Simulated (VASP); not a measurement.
An input for Ansatz (written as the equivalent of a VASP run, and not itself run):

Ansatz 0.2 input:
```yaml
crystal:
  lattice:
    - [0.0000000, 1.9992002, 1.9992002]
    - [1.9992002, 0.0000000, 1.9992002]
    - [1.9992002, 1.9992002, 0.0000000]
  atoms:
    - { symbol: Ag, position: [0.0000000, 0.0000000, 0.0000000] }
kpoints:
  mp_grid: { grid: [18, 18, 18] }
hamiltonian:
  xc: lda
  pseudopotentials: { kind: paw }
scf:
  occupations: { method: tetrahedron }
  max_iter: 100
output: { forces: true, stress: true, eigenvalues: true }
```

Question: Write the VASP files for the same calculation (LDA).

Answer: One answer among several that fit: 
KPOINTS:
```
Regular mesh
0
Gamma
18 18 18
```

POSCAR:
```
Ag
3.99840
  0.0000000000   0.5000000472   0.5000000472
  0.5000000472   0.0000000000   0.5000000472
  0.5000000472   0.5000000472   0.0000000000
Ag
1
direct
  0.0000000000   0.0000000000   0.0000000000
```

### INCAR
```
NEDOS = 601
NELM = 100   # most electronic steps
ISMEAR = -5   # tetrahedra, Bloechl
LORBIT = 11   # lm-projected
SYSTEM = Ag
PREC = Accurate
ISIF = 2
LREAL = .FALSE.
ALGO = Normal   # blocked Davidson
ENCUT = 400   # plane-wave cut-off (eV)
LWAVE = .FALSE.
LMAXMIX = 4
LCHARG = .TRUE.
EDIFF = 1E-7   # SCF stop (eV)
LASPH = .TRUE.   # aspherical one-centre terms
```

POTCAR, in this order: Ag (LDA.64 set). Program: vasp_std.

The two are equivalent in intent, not identical: each code has its own PAW files, so the cut-off isn't converted (ENCUT is set for VASP's; basis.ecutwfc is left out, and Ansatz then takes the one that its files recommend); Ansatz stops its SCF on the density residual and VASP on the energy change (EDIFF); Ansatz's lda is the Perdew-Wang form, while the LDA potentials of VASP carry Perdew-Zunger's.

The structure comes from a computed database's Ag entry (Fm-3m); how it stands against other phases isn't given here. It was relaxed first, which changed the volume by -8 %.
